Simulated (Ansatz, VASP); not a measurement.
# Cross-check of GaCuW (GaCuW in the AlB2 type) between VASP and Ansatz

Wanted: the spread between two codes on one cell, functional and k mesh. The cell is generated by rule, not measured, and may not be a known phase. The cell is taken from a series of runs on this material, whose earlier steps may have relaxed, scaled, displaced or heated it; both programs get it as it stands.

Main program and level: Ansatz 0.2.0; plane waves, with VASP 6.6.1 beside it; relaxation of cell and atoms at PBE and zone-centre phonons at PBE.

The structure was built from a prototype and need not be the compound's stable phase.

### Step 1. The structure

It takes space group P-6m2 (No. 187, hexagonal). The conventional cell has a = 4.230 Å, b = 4.230 Å, c = 2.759 Å, α = 90.00°, β = 90.00°, γ = 120.00°. W has 2 W at 2.76 Å and 6 Ga at 2.81 Å and 6 Cu at 2.81 Å nearest. Nearest to Ga lie 3 Cu at 2.44 Å and 2 Ga at 2.76 Å and 6 W at 2.81 Å. Nearest to Cu lie 3 Ga at 2.44 Å and 2 Cu at 2.76 Å and 6 W at 2.81 Å. Farther neighbours are not listed.

### Step 2. VASP: relaxation of cell and atoms, PBE, pair 1

The relaxed volume is the usual yardstick between codes: in a stiff, nearly cubic crystal its relative difference is about their pressure difference at one cell divided by the bulk modulus.

Lines of VASP's logs that name or quote its potential files are left out, and so is its time.

File INCAR:

```
SYSTEM = GaCuW
PREC = Accurate
ENCUT = 600
EDIFF = 1E-07
NELM = 120
ISMEAR = 1
SIGMA = 0.2
LREAL = .FALSE.
ALGO = Normal
GGA = PE
NBANDS = 21
LASPH = .TRUE.
LORBIT = 11
LWAVE = .FALSE.
LCHARG = .FALSE.
ISIF = 3
IBRION = 2
NSW = 80
EDIFFG = -0.005
GGA_COMPAT = .FALSE.
NELMIN = 4
KPAR = 2
```

File POSCAR:

```
GaCuW
1.0
    4.2304170000      0.0000000000      0.0000000000
   -2.1152080000      3.6636490000      0.0000000000
    0.0000000000      0.0000000000      2.7588670000
W Ga Cu
1 1 1
Direct
    0.0000000000      0.0000000000      0.0000000000
    0.3333333333      0.6666666667      0.5000000000
    0.6666666667      0.3333333333      0.5000000000
```

File KPOINTS:

```
Automatic mesh
0
Gamma
9 9 9
0 0 0
```

PAW data sets: W, Ga_d and Cu (PBE family, release 64).

Command:

```
> mpirun -np 2 vasp_std
```

Numbers of over 12 decimals in the logs are rounded to 6 here.

The program printed:

```text
[banner, memory and clock lines left out]
running    2 mpi-ranks, on    1 nodes
 distrk:  each k-point on    1 cores,    2 groups
 distr:  one band on    1 cores,    1 groups

 POSCAR found type information on POSCAR W GaCu
 POSCAR found :  3 types and       3 ions
 LDA part: xc-table for (Slater+PW92), standard interpolation
 POSCAR, INCAR and KPOINTS ok, starting setup
 FFT: planning ... GRIDC
 FFT: planning ... GRID_SOFT
 FFT: planning ... GRID
 WAVECAR not read
 entering main loop
       N       E                     dE             d eps       ncg     rms          rms(c)
DAV:   1     0.200621769148E+03    0.20062E+03   -0.15416E+04  2640   0.261E+03
DAV:   2    -0.288650692302E+00   -0.20091E+03   -0.19187E+03  2550   0.461E+02
DAV:   3    -0.206525654490E+02   -0.20364E+02   -0.19241E+02  3016   0.133E+02
DAV:   4    -0.214165167474E+02   -0.76395E+00   -0.75084E+00  3113   0.256E+01
DAV:   5    -0.214377986738E+02   -0.21282E-01   -0.21258E-01  3146   0.436E+00    0.211E+01
DAV:   6    -0.228167104436E+02   -0.13789E+01   -0.57896E+01  3048   0.183E+02    0.150E+01
DAV:   7    -0.189825065343E+02    0.38342E+01   -0.11198E+01  3020   0.881E+01    0.412E+00
DAV:   8    -0.189868242709E+02   -0.43177E-02   -0.20418E+00  4057   0.299E+01    0.292E+00
DAV:   9    -0.188961158685E+02    0.90708E-01   -0.95548E-01  3393   0.239E+01    0.124E+00
DAV:  10    -0.188897705638E+02    0.63453E-02   -0.14972E-01  3057   0.103E+01    0.572E-01
DAV:  11    -0.188850285464E+02    0.47420E-02   -0.33437E-02  3437   0.457E+00    0.835E-02
DAV:  12    -0.188851546954E+02   -0.12615E-03   -0.24667E-03  3908   0.755E-01    0.425E-02
DAV:  13    -0.188851572886E+02   -0.25932E-05   -0.71388E-05  3798   0.104E-01    0.138E-02
DAV:  14    -0.188851596908E+02   -0.24022E-05   -0.68409E-06  3831   0.565E-02    0.874E-03
DAV:  15    -0.188851590503E+02    0.64047E-06   -0.48755E-06  3025   0.574E-02    0.296E-03
DAV:  16    -0.188851589595E+02    0.90810E-07   -0.19648E-07  1947   0.577E-03
   1 F= -.18885159E+02 E0= -.18884146E+02  d E =-.188852E+02
[...]
2 F= -.18884975E+02 E0= -.18883958E+02  d E =0.183585E-03
[...]
3 F= -.18885503E+02 E0= -.18884488E+02  d E =-.344503E-03
 curvature:  -0.22 expect dE=-0.176E-04 dE for cont linesearch -0.470E-08
 trial: gam= 0.04712 g(F)=  0.111E-44 g(S)=  0.786E-04 ort = 0.570E-05 (trialstep = 0.890E+00)
 search vector abs. value=  0.826E-04
 bond charge predicted
       N       E                     dE             d eps       ncg     rms          rms(c)
DAV:   1    -0.188858030807E+02   -0.29969E-03   -0.68807E-03  3215   0.932E-01    0.108E-01
DAV:   2    -0.188856453025E+02    0.15778E-03   -0.67585E-04  3191   0.652E-01    0.667E-02
DAV:   3    -0.188855904636E+02    0.54839E-04   -0.46985E-04  3307   0.571E-01    0.544E-02
DAV:   4    -0.188855378036E+02    0.52660E-04   -0.12035E-04  3695   0.260E-01    0.892E-03
DAV:   5    -0.188855374678E+02    0.33580E-06   -0.11434E-05  3569   0.342E-02    0.352E-03
DAV:   6    -0.188855374603E+02    0.74856E-08   -0.39714E-07  2785   0.762E-03
   4 F= -.18885537E+02 E0= -.18884509E+02  d E =-.339979E-04
 trial-energy change:   -0.000034  1 .order   -0.000034   -0.000070    0.000002
 step:   0.8701(harm=  0.8701)  dis= 0.00000  next Energy=   -18.885538 (dE=-0.343E-04)
 reached required accuracy - stopping structural energy minimisation
```

OUTCAR, selected parts (step 2):

```text
ion  position               nearest neighbor table
   1  0.000  0.000  0.000-   2 2.81   3 2.81   2 2.81   3 2.81   3 2.81   3 2.81   2 2.81   2 2.81
                             3 2.81   3 2.81   2 2.81   2 2.81
   2  0.333  0.667  0.500-   3 2.44   3 2.44   3 2.44   1 2.81   1 2.81   1 2.81   1 2.81   1 2.81
                             1 2.81
   3  0.667  0.333  0.500-   2 2.44   2 2.44   2 2.44   1 2.81   1 2.81   1 2.81   1 2.81   1 2.81
                             1 2.81

  LATTYP: Found a hexagonal cell.
 ALAT       =     4.2304170000
 C/A-ratio  =     0.6521501308

 Subroutine GETGRP returns: Found 12 space group operations
 (whereof 12 operations were pure point group operations)

The static configuration has the point symmetry D_3h.

 Found     60 irreducible k-points:

   k-points           NKPTS =     60   k-points in BZ     NKDIM =     60   number of bands    NBANDS=     21

   dimension x,y,z NGX =    36 NGY =   36 NGZ =   24
   dimension x,y,z NGXF=    72 NGYF=   72 NGZF=   48

   ENCUT  =  600.0 eV  44.10 Ry    6.64 a.u.   8.45  8.45  5.51*2*pi/ulx,y,z

   NELECT =      30.0000    total number of electrons

 k-points in reciprocal lattice and weights: Automatic mesh
   0.00000000  0.00000000  0.00000000       0.001
   0.11111111 -0.00000000  0.00000000       0.008
   0.22222222  0.00000000  0.00000000       0.008
   0.33333333  0.00000000  0.00000000       0.008
   0.44444444  0.00000000  0.00000000       0.008
   0.11111111  0.11111111  0.00000000       0.008
   0.22222222  0.11111111  0.00000000       0.016
   0.33333333  0.11111111  0.00000000       0.016
   0.44444444  0.11111111  0.00000000       0.008
[...]
0.33333333  0.22222222  0.44444444       0.033
   0.33333333  0.33333333  0.44444444       0.005

 average (electrostatic) potential at core
       1 -38.1295       2 -62.5026       3 -64.1787

 E-fermi :   7.6314

 k-point     1 :       0.0000    0.0000    0.0000
  band No.  band energies     occupation
    ...
     10       4.6805      2.00000
     11       4.6805      2.00000
     12       4.8581      2.00000
     13       4.8828      2.00000
     14       4.8828      2.00000
     15       9.3944     -0.00000
     16      10.0079     -0.00000
     17      10.0079     -0.00000
     18      11.2528     -0.00000
     19      11.2528     -0.00000
    ...

 k-point     2 :       0.1111   -0.0000    0.0000
  band No.  band energies     occupation
    ...
     10       4.6764      2.00000
     11       4.6816      2.00000
     12       4.7352      2.00000
     13       4.9187      2.00000
     14       4.9736      2.00000
     15       9.8217     -0.00000
     16       9.9174     -0.00000
     17      10.0120     -0.00000
     18      10.3782     -0.00000
     19      10.6984     -0.00000
    ...

 k-point     3 :       0.2222    0.0000    0.0000
  band No.  band energies     occupation
    ...
     10       4.4804      2.00000
     11       4.6662      2.00000
     12       4.6820      2.00000
     13       5.0550      2.00000
     14       5.0955      2.00000
     15       8.8009     -0.00000
     16       9.6008     -0.00000
     17       9.7206     -0.00000
     18      10.0224     -0.00000
     19      11.1282     -0.00000
    ...

  Total        0.0019067      0.0019067      0.0054831      0.0000000      0.0000000      0.0000000
  in kB        0.0716589      0.0716589      0.2060744      0.0000000      0.0000000      0.0000000
  external PRESSURE =       0.1164641 kB  Pullay stress =       0.0000000 kB

  energy-cutoff  :      600.00
  volume of cell :       42.63
      direct lattice vectors                 reciprocal lattice vectors
     4.229607994 -0.000000000 -0.000000000     0.236428530  0.136502028  0.000000000
    -2.114803497  3.662948380  0.000000000     0.000000000  0.273004120  0.000000000
    -0.000000000 -0.000000000  2.751586304     0.000000000 -0.000000000  0.363426725

 POSITION                                       TOTAL-FORCE (eV/Angst)
 -----------------------------------------------------------------------------------
     -2.11480      3.66295      0.00000         0.000000     -0.000000      0.000000
      0.00000      2.44197      1.37579         0.000000      0.000000      0.000000
      2.11480      1.22098      1.37579        -0.000000     -0.000000      0.000000
 -----------------------------------------------------------------------------------
    total drift:                                0.000003     -0.000002     -0.000000

  FREE ENERGIE OF THE ION-ELECTRON SYSTEM (eV)
  ---------------------------------------------------
  free  energy   TOTEN  =       -18.8855374603 eV

  energy  without entropy=      -18.8824534465  energy(sigma->0) =      -18.88450946

 reached required accuracy - stopping structural energy minimisation

 total charge
# of ion       s       p       d       tot
------------------------------------------
    1        0.571   0.540   4.057   5.168
    2        0.867   0.933  10.021  11.821
    3        0.453   0.479   9.135  10.066
--------------------------------------------------
tot          1.892   1.951  23.212  27.055

[... 3 further parts left out ...]
```

The data set W keeps the semicore shell frozen, which is cheaper and a little less accurate.

### Step 3. Ansatz: relaxation of cell and atoms, PBE, pair 1

Ansatz runs on its PAW soft_1 files.

The same cell, functional, mesh and smearing now go to Ansatz, which takes its cutoff from its data sets.

File input.yaml:

```yaml
crystal:
  lattice:
    - [4.2304169517, 0.0, 0.0]
    - [-2.1152084758, 3.6636485487, 0.0]
    - [0.0, 0.0, 2.7588669487]
  atoms:
    - { symbol: W, position: [0.0, 0.0, 0.0] }
    - { symbol: Ga, position: [0.3333333333, 0.6666666667, 0.5] }
    - { symbol: Cu, position: [0.6666666667, 0.3333333333, 0.5] }
kpoints:
  mp_grid: { grid: [9, 9, 9] }
hamiltonian:
  xc: pbe
  pseudopotentials: { kind: paw, azcp: { folder: soft_1 } }
scf:
  occupations: { method: methfessel_paxton, width: 0.2 }
output:
  forces: true
  stress: true
  eigenvalues: true
relax:
  adjacent_minimum: "off"
  f_tol: 0.001
  max_steps: 60
  cell: { stress_tol: 0.01 }
```

Command:

```
> ansatz run input.yaml --threads 4 --pin off --max-ram 12288MiB --backend cpu --events-out ev --progress --plain --runs-dir out
```

The program printed:

```text
Engine: ansatz 0.2.0, aarch64-unknown-linux-gnu
Pseudopotentials: kind: paw
Pseudopotential: W, paw, valence charge 14, recommended cutoff 420 eV (normal), soft_1/W.paw.azcp
Pseudopotential: Ga, paw, valence charge 13, recommended cutoff 420 eV (normal), soft_1/Ga.paw.azcp
Pseudopotential: Cu, paw, valence charge 19, recommended cutoff 420 eV (normal), soft_1/Cu.paw.azcp
Functional definition: PBE
  parameter kappa = 0.804
  parameter beta = 0.066725
  exchange = pbe_x(kappa = kappa, mu = beta*pi^2/3)
  correlation = pbe_c(beta = beta)
Crystal: 3 atoms, lattice volume = 42.759 Å³
Basis set: ecut = 420 eV, 843 PW (Γ), exchange–correlation on 60×60×40 points (8 copies of the dense FFT grid, shifted against one another)
Bands: 28, of which v1, the nominal top of the filled ones, is band 23 counted from 1 (22 counted from 0)
Symmetry: 12 space group operations
Space group: P-6m2 (ITA 187), of the structure as read, at distance tolerance 3.5e-5 Å
k-points: 60 of 729 (time reversal used)
Non-local potential: W, projectors of the file, l = 0: 3, l = 1: 2, l = 2: 2, l = 3: 1
Non-local potential: Ga, projectors of the file, l = 0: 2, l = 1: 2, l = 2: 3, l = 3: 1
Non-local potential: Cu, projectors of the file, l = 0: 3, l = 1: 2, l = 2: 3, l = 3: 1
PAW form: soft (Blöchl's): semilocal exchange-correlation on the pseudo side does not see the compensation charge
PAW one-centre angular grid: W, 590 points (default); XC on 64 Gauss nodes
PAW one-centre angular grid: Ga, 590 points (default); XC on 64 Gauss nodes
PAW one-centre angular grid: Cu, 590 points (default); XC on 64 Gauss nodes
Initial density: superposition of atomic densities (chi_scale 0.1, normalization cell, long waves kept (reshape's long-wave potential 0.00 eV rms))
Initial wavefunctions: pseudopotential atomic-orbital guess
Functional: x = pbe(κ = 0.804, μ = 0.219515), c = pbe(β = 0.066725)
SCF iter   1: F=—  HF=-20794.867845 eV  |F-HF|=—  |Δ(HF+E_count)|=         —  Δρ=1.67e-1  dr2=8.64e0  ethr=3.10e-3  ⟨swp⟩=4.1  Hψ=5676  notcnv=0
preconditioner: auto → none  [metal: Δε(μ)=0.000 eV  Ē_g=10.926 eV  σ=0.200 eV  W_gap=0.00  n_scr=8 (ndim 8)  ℏωp=31.1 eV  f_vac=0.000  D(μ)=2.33/eV (n_scr^D=26)  sad-step TF]
SCF iter   2: F=—  HF=-20793.910268 eV  |F-HF|=—  |Δ(HF+E_count)|=   9.58e-1  S|Δr|=    0.00e0  Δρ=7.18e-2  dr2=2.15e0  ethr=3.10e-3  ⟨swp⟩=2.0  Hψ=2927  notcnv=0  defer=6
SCF iter   3: F=—  HF=-20793.457795 eV  |F-HF|=—  |Δ(HF+E_count)|=   4.52e-1  S|Δr|=    0.00e0  Δρ=3.54e-2  dr2=3.37e-1  ethr=3.10e-3  ⟨swp⟩=2.2  Hψ=3011  notcnv=0  defer=6
SCF iter   4: F=—  HF=-20793.389795 eV  |F-HF|=—  |Δ(HF+E_count)|=   6.80e-2  S|Δr|=    0.00e0  Δρ=4.49e-3  dr2=7.82e-3  ethr=7.34e-4  ⟨swp⟩=2.0  Hψ=2735  notcnv=0  defer=6
SCF iter   5: F=—  HF=-20793.390063 eV  |F-HF|=—  |Δ(HF+E_count)|=   2.68e-4  S|Δr|=    0.00e0  Δρ=2.37e-3  dr2=1.26e-3  ethr=1.70e-5  ⟨swp⟩=2.0  Hψ=2559  notcnv=0  defer=6
SCF iter   6: F=—  HF=-20793.390164 eV  |F-HF|=—  |Δ(HF+E_count)|=   1.01e-4  S|Δr|=    0.00e0  Δρ=8.90e-4  dr2=1.57e-4  ethr=2.74e-6  ⟨swp⟩=2.0  Hψ=2560  notcnv=0  defer=6
SCF iter   7: F=—  HF=-20793.390177 eV  |F-HF|=—  |Δ(HF+E_count)|=   1.31e-5  S|Δr|=    0.00e0  Δρ=2.17e-4  dr2=1.00e-5  ethr=3.42e-7  ⟨swp⟩=2.1  Hψ=2543  notcnv=0  defer=6
SCF iter   8: F=—  HF=-20793.390171 eV  |F-HF|=—  |Δ(HF+E_count)|=   6.79e-6  S|Δr|=    0.00e0  Δρ=4.91e-5  dr2=7.22e-7  ethr=2.17e-8  ⟨swp⟩=2.0  Hψ=2929  notcnv=0  defer=6
SCF iter   9: F=-20793.390171 eV  HF=-20793.390171 eV  |F-HF|=1.09e-8  |Δ(HF+E_count)|=   9.81e-8  S|Δr|=    0.00e0  Δρ=5.24e-6  dr2=1.12e-8  ethr=2.17e-10  ⟨swp⟩=4.8  Hψ=6171  notcnv=0
SCF 1 converged in 9 iterations: F = -20793.390171 eV  dr2 = 1.12e-8
  greatest PAW one-centre occupation: 0.999 electrons in one spin orbital (limit 2), on the Cu atom at site 2 (counted from 0), in its partial waves of l = 0
relax step   1: F+E_penalty+E_count = -20793.39017072 eV  Δ(F+E_penalty+E_count) = +0.000e0 eV  max|allowed force component| = 1.388e-17 eV/Å  Δτ_max = 0.0000 Å  P = +0.044 GPa  Ω = 42.759 Å³  (9 SCF iters, dr2 threshold 1.00e-7 eV, accepted)
[...]
relax step   2: F+E_penalty+E_count = -20793.39016210 eV  Δ(F+E_penalty+E_count) = +8.616e-6 eV  max|allowed force component| = 3.238e-17 eV/Å  Δτ_max = 0.0000 Å  P = -0.053 GPa  Ω = 42.780 Å³  energy of the carried Pulay correction = -1.090e-5 eV  (4 SCF iters, dr2 threshold 3.08e-8 eV, accepted)
[...]
relax step   3: F+E_penalty+E_count = -20793.39017028 eV  Δ(F+E_penalty+E_count) = -8.180e-6 eV  max|allowed force component| = 2.467e-17 eV/Å  Δτ_max = 0.0000 Å  P = -0.003 GPa  Ω = 42.769 Å³  energy of the carried Pulay correction = -5.166e-6 eV  (4 SCF iters, dr2 threshold 1.60e-8 eV, accepted)
[...]
relax step   4: F+E_penalty+E_count = -20793.39017456 eV  Δ(F+E_penalty+E_count) = -4.284e-6 eV  max|allowed force component| = 3.161e-17 eV/Å  Δτ_max = 0.0000 Å  P = -0.003 GPa  Ω = 42.769 Å³  stress off target by 4.68e-3 GPa  SCF on the basis re-selected at this cell (its energy is not comparable with the rows above)  (5 SCF iters)
basis re-selected at this cell: Δ(F+E_penalty+E_count) = -4.284e-6 eV, ΔP = -0.000 GPa vs the last step (what re-selecting the basis moved, of the pressure what is left beyond the Pulay correction that the steps carried, after the strain that the cell walked since its last selection, with what the two solves' SCF thresholds leave and, on support functions, any second-order correction that the steps lacked; it is no m [...]
SCF converged after 5 iterations
Stability not checked: this state was not tested for a lower state beside it, because cold or Methfessel-Paxton smearing, or corrected tetrahedra, fill the levels in a way that the test cannot read (fill_not_monotonic; see scf.lower_state_search)
Free energy (F): -20793.390175 eV
Harris-Foulkes:  -20793.390175 eV  (|F-HF|=3.64e-12)
Internal energy: -20793.387234 eV  (E = F + TS)
E sigma→0 (E₀):  -20793.389440 eV
Entropy (-TS):   -0.002940 eV (-0.980 meV/atom)
Fermi energy:    17.310445 eV
--- Per-component energies (eV) ---
  E_band       = -448.286057
  E_kinetic    = 795.304597
  E_local      = -6592.857814  (includes V_loc(G=0)·N_el)
  E_nonlocal   = 768.017410
  E_hartree    = 3131.550386
  E_xc         = -400.475769
  E_vxc        = -377.192519  (∫ρ·V_xc dr)
  E_paw        = -12380.970389  (= ΣΔE_a)
  E_vpaw       = -1304.659414  (= ΣTr[D̂ρ^β])
  E_aug_tail   = 0.000906  (compensation charges beyond the density's cutoff)
  E_ewald      = -6113.956564
  E_smearing   = -0.002940  (= −TS)
  E_closure    = -0.000000  (closes the sum)
  Σ components = -20793.390175   (vs F -20793.390175, Δ=0.00e0)
--- Forces (eV/Å), atoms counted from 1 ---
  atom   1  W     -0.00000000    -0.00000000     0.00000000
  atom   2  Ga    -0.00000000     0.00000000    -0.00000000
  atom   3  Cu     0.00000000     0.00000000    -0.00000000
  max |Σ_I F_I| component: 1.62e-17 eV/Å
--- Stress (GPa, compression-positive) ---
       -0.004675      -0.000000       0.000000
       -0.000000      -0.004675      -0.000000
        0.000000      -0.000000      -0.000637
  P = ⅓ Tr σ = -0.0033 GPa (-0.033 kbar)
--- Band table (eV; the first three rows and the last of 60) ---
  k-point 0: bands = [... 19 lower, 14.5387, 14.5587, 14.5587, 19.0222, 19.6653, 19.6653, 20.8951, 20.8951, ... 1 higher]
  k-point 1: bands = [... 19 lower, 14.9430, 14.9430, 14.9607, 18.5398, 18.5398, 19.1588, 22.1616, 22.1616, ... 1 higher]
  k-point 2: bands = [... 19 lower, 15.6165, 15.6165, 16.0377, 17.3097, 17.3097, 19.5459, 20.9061, 23.3373, ... 1 higher]
  k-point 59: bands = [... 19 lower, 14.9339, 15.1158, 15.9908, 16.3417, 18.4955, 19.6960, 19.8646, 20.4081, ... 1 higher]
--- Relaxed structure (3 steps of the walk, 3 accepted, 1 SCFs on fresh bases) ---
  F+E_penalty+E_count = -20793.39017456 eV   max|allowed force component| = 3.161e-17 eV/Å   (the final SCF, on the basis selected at the relaxed cell)
  cell:  # Å, volume = 42.7688 Å³
    - [4.230209, -2.886617802583172e-11, 0]
    - [-2.115104, 3.663468, 0]
    - [0, 0, 2.759767]
  atoms:
    - { symbol: W, position: [0, 0, 0] }
    - { symbol: Ga, position: [0.333333, 0.666667, 0.500000] }
    - { symbol: Cu, position: [0.666667, 0.333333, 0.500000] }
```

### Step 4. Comparison

Known differences besides the potentials themselves: the data sets hold 46 valence electrons in Ansatz (on its PAW soft_1 files) and 30 in VASP; the cutoff is 420 eV in Ansatz and 600 eV in VASP; Ansatz adds a Pulay correction to the stress that steers its cell, VASP none. Total energies have different zeros and are not compared.

The two programs side by side:

| quantity | Ansatz | VASP | difference |
| --- | --- | --- | --- |
| volume (Å³) | 42.77 | 42.63 | +0.33 % |
| edge a after relaxation, in the typed setting (Å) | 4.230 | 4.230 | +0.01 % |
| edge c after relaxation, in the typed setting (Å) | 2.760 | 2.752 | +0.30 % |

(Continued in part 2 of 2.)

[Lines on the potential files, build, host, timing and source positions are cut from VASP's logs without a mark.]

[Logs are printed without paths, hosts, clocks, repeated set-up lines and the standing remarks that a program may print on its own settings, such as how far it seeks lower states.]

[Hosts, paths, dates, database ids (printed as entryN), source tags and the programs' standing remarks are cut or masked in the printed files.]
